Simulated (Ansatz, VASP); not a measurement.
**Ti (Titanium) in two plane-wave programs**

One calculation is typed for both programs; each brings its own data sets. How far apart do they land? The structure shown is the end of the Ansatz relaxation below.

Calculated with Ansatz 0.2.0; plane waves, with VASP 6.6.1 beside it; single point at PBEsol.

## Step 1: The structure

The structure is hexagonal, space group P6_3/mmc (No. 194). The conventional cell has a = 2.871 Å, b = 2.871 Å, c = 4.626 Å, α = 90.00°, β = 90.00°, γ = 120.00°. Nearest to Ti lie 12 Ti at 2.85 to 2.87 Å.

## Step 2: Ansatz: relaxation, PBEsol

Ansatz runs on its PAW soft_1 files.

This run makes the geometry at which the two programs are then compared.

File input.yaml:

```yaml
crystal:
  lattice:
    - [2.8714375446, 0.0, 0.0]
    - [-1.4357187723, 2.486737859, 0.0]
    - [0.0, 0.0, 4.5887404065]
  atoms:
    - { symbol: Ti, position: [0.3333333333, 0.6666666667, 0.25] }
    - { symbol: Ti, position: [0.6666666667, 0.3333333333, 0.75] }
kpoints:
  mp_grid: { grid: [18, 18, 12] }
hamiltonian:
  xc: pbesol
  pseudopotentials: { kind: paw, azcp: { folder: soft_1 }, xc_functional: pbe }
scf:
  occupations: { method: methfessel_paxton, width: 0.2 }
output:
  forces: true
  stress: true
  eigenvalues: true
relax:
  adjacent_minimum: "off"
  f_tol: 0.001
  max_steps: 60
  cell: { stress_tol: 0.01, fix: [a, b, gamma] }
```

Started as:

```
$ ansatz run input.yaml --threads 4 --pin off --max-ram 10240MiB --backend cpu --events-out ev --progress --plain --runs-dir out
```

Numbers of over 12 decimals in the logs are rounded to 6 here.

Log:

```text
Engine: ansatz 0.2.0, aarch64-unknown-linux-gnu
Pseudopotentials: kind: paw
Pseudopotential: Ti, paw, valence charge 12, recommended cutoff 420 eV (normal), soft_1/Ti.paw.azcp
Functional definition: PBEsol
  exchange = pbesol_x
  correlation = pbesol_c
Crystal: 2 atoms, lattice volume = 32.766 Å³
Basis set: ecut = 420 eV, 627 PW (Γ), exchange–correlation on 40×40×64 points (8 copies of the dense FFT grid, shifted against one another)
Bands: 16, of which v1, the nominal top of the filled ones, is band 12 counted from 1 (11 counted from 0)
Symmetry: 24 space group operations
Space group: P63/mmc (ITA 194), of the structure as read, at distance tolerance 3.2e-5 Å
k-points: 259 of 3888
Non-local potential: Ti, projectors of the file, l = 0: 3, l = 1: 2, l = 2: 3, l = 3: 1
PAW form: soft (Blöchl's): semilocal exchange-correlation on the pseudo side does not see the compensation charge
PAW frozen core: Ti, regenerated for the run's functional, and the local potential with it (the file was generated under x = pbe(κ = 0.804, μ = 0.219515), c = pbe(β = 0.066725))
PAW one-centre angular grid: Ti, 590 points (default); XC on 64 Gauss nodes
Initial density: superposition of atomic densities (chi_scale 0.1, normalization cell)
Initial wavefunctions: pseudopotential atomic-orbital guess
Functional: x = pbesol(κ = 0.804, μ = 0.123457), c = pbesol(β = 0.046)
SCF iter   1: F=—  HF=-4948.254538 eV  |F-HF|=—  |Δ(HF+E_count)|=         —  Δρ=6.44e-2  dr2=1.37e0  ethr=3.10e-3  ⟨swp⟩=3.0  Hψ=15372  notcnv=0
preconditioner: auto → none  [metal: Δε(μ)=0.007 eV  Ē_g=3.301 eV  σ=0.200 eV  W_gap=0.03  n_scr=8 (ndim 8)  ℏωp=18.3 eV  f_vac=0.000  D(μ)=1.53/eV (n_scr^D=22)  sad-step TF]
SCF iter   2: F=—  HF=-4947.909193 eV  |F-HF|=—  |Δ(HF+E_count)|=   3.45e-1  S|Δr|=    0.00e0  Δρ=3.24e-2  dr2=3.67e-1  ethr=3.10e-3  ⟨swp⟩=2.5  Hψ=8357  notcnv=0
SCF iter   3: F=—  HF=-4947.792402 eV  |F-HF|=—  |Δ(HF+E_count)|=   1.17e-1  S|Δr|=    0.00e0  Δρ=1.87e-3  dr2=5.36e-4  ethr=1.53e-3  ⟨swp⟩=2.5  Hψ=7003  notcnv=0
SCF iter   4: F=—  HF=-4947.792950 eV  |F-HF|=—  |Δ(HF+E_count)|=   5.48e-4  S|Δr|=    0.00e0  Δρ=1.98e-4  dr2=8.25e-6  ethr=2.23e-6  ⟨swp⟩=2.5  Hψ=7824  notcnv=0
SCF iter   5: F=—  HF=-4947.792961 eV  |F-HF|=—  |Δ(HF+E_count)|=   1.06e-5  S|Δr|=    0.00e0  Δρ=6.01e-5  dr2=7.66e-7  ethr=3.44e-8  ⟨swp⟩=2.0  Hψ=5190  notcnv=0
SCF iter   6: F=-4947.792960 eV  HF=-4947.792960 eV  |F-HF|=1.19e-8  |Δ(HF+E_count)|=   2.70e-7  S|Δr|=    0.00e0  Δρ=9.06e-6  dr2=1.60e-8  ethr=4.17e-10  ⟨swp⟩=5.1  Hψ=17489  notcnv=0
SCF 1 converged in 6 iterations: F = -4947.792960 eV  dr2 = 1.60e-8
  greatest PAW one-centre occupation: 0.999 electrons in one spin orbital (limit 2), on the Ti atom at site 1 (counted from 0), in its partial waves of l = 0
relax step   1: F+E_penalty+E_count = -4947.79296031 eV  Δ(F+E_penalty+E_count) = +0.000e0 eV  max|allowed force component| = 2.128e-16 eV/Å  Δτ_max = 0.0000 Å  P = +2.468 GPa  Ω = 32.766 Å³  fix = [a, b, gamma]  reactions: a +2.845, b +2.845 GPa  (6 SCF iters, dr2 threshold 1.00e-7 eV, accepted)
[...]
relax step   2: F+E_penalty+E_count = -4947.79422708 eV  Δ(F+E_penalty+E_count) = -1.267e-3 eV  max|allowed force component| = 1.573e-16 eV/Å  Δτ_max = 0.0000 Å  P = +1.140 GPa  Ω = 33.108 Å³  energy of the carried Pulay correction = -6.711e-5 eV  fix = [a, b, gamma]  reactions: a +1.931, b +1.931 GPa  (4 SCF iters, dr2 threshold 2.00e-7 eV, accepted)
[...]
relax step   3: F+E_penalty+E_count = -4947.79434027 eV  Δ(F+E_penalty+E_count) = -1.132e-4 eV  max|allowed force component| = 2.405e-16 eV/Å  Δτ_max = 0.0000 Å  P = +1.408 GPa  Ω = 33.038 Å³  energy of the carried Pulay correction = -5.339e-5 eV  fix = [a, b, gamma]  reactions: a +2.116, b +2.116 GPa  (3 SCF iters, dr2 threshold 2.00e-7 eV, accepted)
[...]
relax step   4: F+E_penalty+E_count = -4947.79438998 eV  Δ(F+E_penalty+E_count) = -4.971e-5 eV  max|allowed force component| = 2.776e-16 eV/Å  Δτ_max = 0.0000 Å  P = +1.404 GPa  Ω = 33.038 Å³  fix = [a, b, gamma]  reactions: a +2.113, b +2.113 GPa  stress off target by 1.52e-2 GPa on what of the cell is left free  SCF on the basis re-selected at this cell (its energy is not comparable with the rows above)  (6 SCF iters)
[...]
relax step   5: F+E_penalty+E_count = -4947.79439056 eV  Δ(F+E_penalty+E_count) = -5.773e-7 eV  max|allowed force component| = 4.441e-16 eV/Å  Δτ_max = 0.0000 Å  P = +1.413 GPa  Ω = 33.036 Å³  energy of the carried Pulay correction = +4.603e-7 eV  fix = [a, b, gamma]  reactions: a +2.120, b +2.120 GPa  (2 SCF iters, dr2 threshold 5.79e-10 eV, accepted)
[...]
relax step   6: F+E_penalty+E_count = -4947.79438986 eV  Δ(F+E_penalty+E_count) = +7.018e-7 eV  max|allowed force component| = 5.181e-16 eV/Å  Δτ_max = 0.0000 Å  P = +1.413 GPa  Ω = 33.036 Å³  fix = [a, b, gamma]  reactions: a +2.120, b +2.120 GPa  stress off target by 1.35e-4 GPa on what of the cell is left free  SCF on the basis re-selected at this cell (its energy is not comparable with the rows above)  (5 SCF iters)
basis re-selected at this cell: Δ(F+E_penalty+E_count) = +7.018e-7 eV, ΔP = -0.000 GPa vs the last step (what re-selecting the basis moved, of the pressure what is left beyond the Pulay correction that the steps carried, after the strain that the cell walked since its last selection, with what the two solves' SCF thresholds leave and, on support functions, any second-order correction that the steps lacked; it is no m [...]
SCF converged after 5 iterations
Stability not checked: this state was not tested for a lower state beside it, because cold or Methfessel-Paxton smearing, or corrected tetrahedra, fill the levels in a way that the test cannot read (fill_not_monotonic; see scf.lower_state_search)
Free energy (F): -4947.794390 eV
Harris-Foulkes:  -4947.794390 eV  (|F-HF|=1.82e-12)
Internal energy: -4947.798997 eV  (E = F + TS)
E sigma→0 (E₀):  -4947.795542 eV
Entropy (-TS):   0.004607 eV (2.303 meV/atom)
Fermi energy:    13.971441 eV
--- Per-component energies (eV) ---
  E_band       = -297.222777
  E_kinetic    = 564.266100
  E_local      = -1690.915728  (includes V_loc(G=0)·N_el)
  E_nonlocal   = 123.959308
  E_hartree    = 672.068306
  E_xc         = -231.084520
  E_vxc        = -290.750467  (∫ρ·V_xc dr)
  E_paw        = -2034.902125  (= ΣΔE_a)
  E_vpaw       = -347.918426  (= ΣTr[D̂ρ^β])
  E_aug_tail   = -0.000157  (compensation charges beyond the density's cutoff)
  E_ewald      = -2351.468950
  E_core_change = 0.278769  (= ΣΔE_core)
  E_smearing   = 0.004607  (= −TS)
  E_closure    = -0.000000  (closes the sum)
  Σ components = -4947.794390   (vs F -4947.794390, Δ=0.00e0)
--- Forces (eV/Å), atoms counted from 1 ---
  atom   1  Ti     0.00000000    -0.00000000     0.00000000
  atom   2  Ti    -0.00000000     0.00000000    -0.00000000
  max |Σ_I F_I| component: 3.70e-17 eV/Å
--- Stress (GPa, compression-positive) ---
        2.120018      -0.000000      -0.000000
        0.000000       2.120018       0.000000
       -0.000000       0.000000       0.000135
  P = ⅓ Tr σ = 1.4134 GPa (14.134 kbar)
--- Band table (eV; the first three rows and the last of 259) ---
  k-point 0: bands = [... 8 lower, 7.6698, 11.1411, 14.7127, 14.7841, 14.7890, 14.7890, 15.2993, 15.2993]
  k-point 1: bands = [... 8 lower, 7.7300, 11.1150, 14.6080, 14.7505, 14.7618, 14.7618, 15.2674, 15.2674]
  k-point 2: bands = [... 8 lower, 7.9080, 11.0219, 14.3548, 14.6537, 14.7042, 14.7042, 15.1805, 15.1805]
  k-point 258: bands = [... 8 lower, 12.6610, 12.6610, 12.8150, 12.8150, 13.7785, 13.7785, 15.7079, 15.7079]
--- Relaxed structure (4 steps of the walk, 4 accepted, 2 SCFs on fresh bases) ---
  F+E_penalty+E_count = -4947.79438986 eV   max|allowed force component| = 5.181e-16 eV/Å   (the final SCF, on the basis selected at the relaxed cell)
  cell:  # Å, volume = 33.0356 Å³
    - [2.871438, 0, 0]
    - [-1.435719, 2.486738, 0]
    - [0, 0, 4.626500]
  atoms:
    - { symbol: Ti, position: [0.333333, 0.666667, 0.25] }
    - { symbol: Ti, position: [0.666667, 0.333333, 0.750000] }
```

Reading the cycles: dr2 is the Hartree energy of the density residual (eV), the measure of convergence; HF is the Harris–Foulkes estimate of the energy, which meets the free energy F at convergence.

## Step 3: VASP: single point, PBEsol, pair 1

The same cell, functional, mesh and smearing now go to VASP, with its own data sets.

Lines of VASP's logs that name or quote its potential files are left out, and so is its time.

File INCAR:

```
SYSTEM = Ti
PREC = Accurate
ENCUT = 500
EDIFF = 1E-06
NELM = 120
ISMEAR = 1
SIGMA = 0.2
LREAL = .FALSE.
ALGO = Normal
GGA = PS
NBANDS = 18
LASPH = .TRUE.
LORBIT = 11
LWAVE = .FALSE.
LCHARG = .FALSE.
ISIF = 2
GGA_COMPAT = .FALSE.
KPAR = 2
```

File POSCAR:

```
Ti
1.0
    2.8714375446      0.0000000000      0.0000000000
   -1.4357187723      2.4867378590      0.0000000000
    0.0000000000      0.0000000000      4.6264999756
Ti
2
Direct
    0.3333333334      0.6666666668      0.2500000000
    0.6666666668      0.3333333334      0.7500000000
```

File KPOINTS:

```
Automatic mesh
0
Gamma
18 18 12
0 0 0
```

PAW data sets: Ti_sv (PBE family, release 64).

Started as:

```
$ mpirun -np 2 vasp_std
```

Log:

```text
[banner, memory and clock lines left out]
running    2 mpi-ranks, on    1 nodes
 distrk:  each k-point on    1 cores,    2 groups
 distr:  one band on    1 cores,    1 groups

 POSCAR found type information on POSCAR Ti
 POSCAR found :  1 types and       2 ions
|                                                                             |
|               ----> ADVICE to this user running VASP <----                  |
|                                                                             |
|     You enforced a specific xc type in the INCAR file but a different       |
|     [... a line on the potential file left out ...]
|     I HOPE YOU KNOW WHAT YOU ARE DOING!                                     |
|                                                                             |

 LDA part: xc-table for (Slater+PW92), standard interpolation
 POSCAR, INCAR and KPOINTS ok, starting setup
 FFT: planning ... GRIDC
 FFT: planning ... GRID_SOFT
 FFT: planning ... GRID
 WAVECAR not read
 entering main loop
       N       E                     dE             d eps       ncg     rms          rms(c)
DAV:   1     0.253814050769E+03    0.25381E+03   -0.12940E+04  9348   0.164E+03
DAV:   2     0.108228607960E+02   -0.24299E+03   -0.23985E+03  9490   0.451E+02
DAV:   3    -0.176740221283E+02   -0.28497E+02   -0.28159E+02 17502   0.127E+02
DAV:   4    -0.188070948125E+02   -0.11331E+01   -0.11320E+01 10608   0.266E+01
DAV:   5    -0.188614401340E+02   -0.54345E-01   -0.54337E-01 14492   0.419E+00    0.130E+01
DAV:   6    -0.166789280074E+02    0.21825E+01   -0.77129E+00 10946   0.296E+01    0.330E+00
DAV:   7    -0.166524418658E+02    0.26486E-01   -0.89186E-01 14232   0.726E+00    0.211E+00
DAV:   8    -0.166822298246E+02   -0.29788E-01   -0.23633E-01 10834   0.590E+00    0.765E-01
DAV:   9    -0.166726690349E+02    0.95608E-02   -0.55176E-02 11068   0.249E+00    0.747E-02
DAV:  10    -0.166730864654E+02   -0.41743E-03   -0.32561E-03 13742   0.385E-01    0.100E-01
DAV:  11    -0.166731434386E+02   -0.56973E-04   -0.23173E-04 10914   0.123E-01    0.381E-02
DAV:  12    -0.166731350542E+02    0.83844E-05   -0.44341E-05 11606   0.590E-02    0.544E-03
DAV:  13    -0.166731351819E+02   -0.12771E-06   -0.11513E-06  7058   0.102E-02
   1 F= -.16673135E+02 E0= -.16674664E+02  d E =0.458715E-02
```

OUTCAR, selected parts (step 3):

```text
ion  position               nearest neighbor table
   1  0.333  0.667  0.250-   2 2.85   2 2.85   2 2.85   2 2.85   2 2.85   2 2.85
   2  0.667  0.333  0.750-   1 2.85   1 2.85   1 2.85   1 2.85   1 2.85   1 2.85

  LATTYP: Found a hexagonal cell.
 ALAT       =     2.8714375446
 C/A-ratio  =     1.6112138620

 Subroutine GETGRP returns: Found 24 space group operations
 (whereof 12 operations were pure point group operations)

The static configuration has the point symmetry D_3d.
 The point group associated with its full space group is D_6h.

 Found    259 irreducible k-points:

   k-points           NKPTS =    259   k-points in BZ     NKDIM =    259   number of bands    NBANDS=     18

   dimension x,y,z NGX =    24 NGY =   24 NGZ =   36
   dimension x,y,z NGXF=    48 NGYF=   48 NGZF=   72

   ENCUT  =  500.0 eV  36.75 Ry    6.06 a.u.   5.24  5.24  8.44*2*pi/ulx,y,z

   NELECT =      24.0000    total number of electrons

 k-points in reciprocal lattice and weights: Automatic mesh
   0.00000000  0.00000000  0.00000000       0.000
   0.05555556 -0.00000000  0.00000000       0.002
   0.11111111 -0.00000000  0.00000000       0.002
   0.16666667 -0.00000000  0.00000000       0.002
   0.22222222 -0.00000000  0.00000000       0.002
   0.27777778 -0.00000000  0.00000000       0.002
   0.33333333 -0.00000000  0.00000000       0.002
   0.38888889 -0.00000000  0.00000000       0.002
   0.44444444 -0.00000000  0.00000000       0.002
[...]
0.33333333  0.27777778  0.50000000       0.003
   0.33333333  0.33333333  0.50000000       0.001

 average (electrostatic) potential at core
       1 -71.6457       2 -71.6457

 E-fermi :   8.7547

 k-point     1 :       0.0000    0.0000    0.0000
  band No.  band energies     occupation
    ...
      6     -23.7177      2.00000
      7     -23.6640      2.00000
      8     -23.6640      2.00000
      9       2.4199      2.00000
     10       5.9180      2.00000
     11       9.5101     -0.00000
     12       9.5615     -0.00000
     13       9.5689     -0.00000
     14       9.5689     -0.00000
     15      10.0766     -0.00000
    ...

 k-point     2 :       0.0556   -0.0000    0.0000
  band No.  band energies     occupation
    ...
      6     -23.7208      2.00000
      7     -23.6824      2.00000
      8     -23.6664      2.00000
      9       2.5126      2.00000
     10       5.9940      2.00000
     11       9.3302     -0.00036
     12       9.3340     -0.00033
     13       9.6357     -0.00000
     14       9.7582     -0.00000
     15      10.0259     -0.00000
    ...

 k-point     3 :       0.1111   -0.0000    0.0000
  band No.  band energies     occupation
    ...
      6     -23.7350      2.00000
      7     -23.7300      2.00000
      8     -23.6736      2.00000
      9       2.7851      2.00000
     10       6.2087      2.00000
     11       8.9090      0.03516
     12       9.0444     -0.05972
     13       9.8329     -0.00000
     14       9.8431     -0.00000
     15      10.0016     -0.00000
    ...

  Total        0.3722687      0.3722687     -0.0632876     -0.0000000     -0.0000000      0.0000000
  in kB       18.0544867     18.0544867     -3.0693568     -0.0000000     -0.0000000      0.0000000
  external PRESSURE =      11.0132055 kB  Pullay stress =       0.0000000 kB

  energy-cutoff  :      500.00
  volume of cell :       33.04
      direct lattice vectors                 reciprocal lattice vectors
     2.871437545  0.000000000  0.000000000     0.348257618  0.201066630  0.000000000
    -1.435718772  2.486737859  0.000000000     0.000000000  0.402133259  0.000000000
     0.000000000  0.000000000  4.626499976     0.000000000  0.000000000  0.216146116

 POSITION                                       TOTAL-FORCE (eV/Angst)
 -----------------------------------------------------------------------------------
      0.00000      1.65783      1.15662         0.000000     -0.000000     -0.000000
      1.43572      0.82891      3.46987        -0.000000      0.000000      0.000000
 -----------------------------------------------------------------------------------
    total drift:                               -0.000000     -0.000000      0.000000

  FREE ENERGIE OF THE ION-ELECTRON SYSTEM (eV)
  ---------------------------------------------------
  free  energy   TOTEN  =       -16.6731351819 eV

  energy  without entropy=      -16.6777223282  energy(sigma->0) =      -16.67466423

 total charge
# of ion       s       p       d       tot
------------------------------------------
    1        2.262   6.131   1.922  10.315
    2        2.262   6.131   1.922  10.315
--------------------------------------------------
tot          4.523  12.263   3.843  20.629

[... 3 further parts left out ...]
```

The run ends at a pressure of 1.10 GPa.

## Step 4: Side by side

Known differences besides the potentials themselves: the cutoff is 420 eV in Ansatz and 500 eV in VASP; Ansatz makes its cores anew for this functional, VASP keeps those of its PBE data sets; Ansatz's pressure holds a Pulay correction, VASP's none. Total energies have different zeros and are not compared.

Compared:

| quantity | Ansatz | VASP | difference |
| --- | --- | --- | --- |
| pressure (GPa) | 1.41 | 1.10 | +0.31 |

## Step 5: Ansatz: relaxation, PBEsol

This run makes the geometry at which the two programs are then compared.

The structure compared here is the end of the Ansatz relaxation.

input.yaml, the sections that differ from step 2:

```yaml
crystal:
  lattice:
    - [2.9182456679, 0.0, 0.0]
    - [-1.4591228339, 2.5272748829, 0.0]
    - [0.0, 0.0, 4.4510781943]
  atoms:
    - { symbol: Ti, position: [0.3333331377, 0.6666668623, 0.25] }
    - { symbol: Ti, position: [0.6666668623, 0.3333331377, 0.75] }
relax:
  adjacent_minimum: "off"
  f_tol: 0.001
  max_steps: 60
  cell: { stress_tol: 0.01, fix: [c, angles] }
# kpoints, hamiltonian, scf, output: as in step 2
```

Started as:

```
$ ansatz run input.yaml --threads 4 --pin off --max-ram 10240MiB --backend cpu --events-out ev --progress --plain --runs-dir out
```

Log:

```text
[...]
k-point 636: bands = [... 8 lower, 11.2865, 11.2865, 13.1746, 13.1746, 15.4043, 15.4043, 15.6693, 15.6693]
--- Relaxed structure (3 steps of the walk, 3 accepted, 1 SCFs on fresh bases) ---
[...]
cell:  # Å, volume = 33.0368 Å³
    - [2.927527, -2.895939323216671e-11, 0]
    - [-1.463764, 2.535313, 0]
    - [0, 0, 4.4510781943]
  atoms:
    - { symbol: Ti, position: [0.333333, 0.666667, 0.250000] }
    - { symbol: Ti, position: [0.666667, 0.333333, 0.750000] }
[key lines of the parts left out:]
SCF converged after 5 iterations
Free energy (F): -4947.783860 eV
Fermi energy:    13.989891 eV
P = ⅓ Tr σ = 1.5736 GPa (15.736 kbar)
```

## Step 6: VASP: single point, PBEsol, pair 2

The same cell, functional, mesh and smearing now go to VASP, with its own data sets.

INCAR is that of step 3.

File POSCAR:

```
Ti
1.0
    2.9275270973      0.0000000000      0.0000000000
   -1.4637635486      2.5353128365      0.0000000000
    0.0000000000      0.0000000000      4.4510781943
Ti
2
Direct
    0.3333331819      0.6666665153      0.2500000000
    0.6666665153      0.3333331819      0.7500000000
```

KPOINTS is that of step 3.

Started as:

```
$ mpirun -np 2 vasp_std
```

Log:

```text
[banner, memory and clock lines left out]
running    2 mpi-ranks, on    1 nodes
[...]
[... a notice as in an earlier step ...]

 LDA part: xc-table for (Slater+PW92), standard interpolation
 POSCAR, INCAR and KPOINTS ok, starting setup
[...]
entering main loop
       N       E                     dE             d eps       ncg     rms          rms(c)
DAV:   1     0.253399014261E+03    0.25340E+03   -0.12954E+04  9332   0.164E+03
DAV:   2     0.106918550542E+02   -0.24271E+03   -0.23958E+03  9480   0.451E+02
DAV:   3    -0.177162768453E+02   -0.28408E+02   -0.28048E+02 17626   0.127E+02
DAV:   4    -0.188080784916E+02   -0.10918E+01   -0.10903E+01 10558   0.262E+01
[...]
DAV:  11    -0.166626865176E+02   -0.51182E-04   -0.25152E-04 11142   0.125E-01    0.374E-02
DAV:  12    -0.166626778158E+02    0.87017E-05   -0.39200E-05 11684   0.577E-02    0.693E-03
DAV:  13    -0.166626777794E+02    0.36459E-07   -0.17027E-06  7904   0.122E-02
   1 F= -.16662678E+02 E0= -.16664280E+02  d E =0.480661E-02
```

(Continued in part 2 of 2.)

[Lines on the potential files, build, host, timing and source positions are cut from VASP's logs without a mark.]

[Logs are printed without paths, hosts, clocks, repeated set-up lines and the standing remarks that a program may print on its own settings, such as how far it seeks lower states.]

[Hosts, paths, dates, database ids (printed as entryN), source tags and the programs' standing remarks are cut or masked in the printed files.]
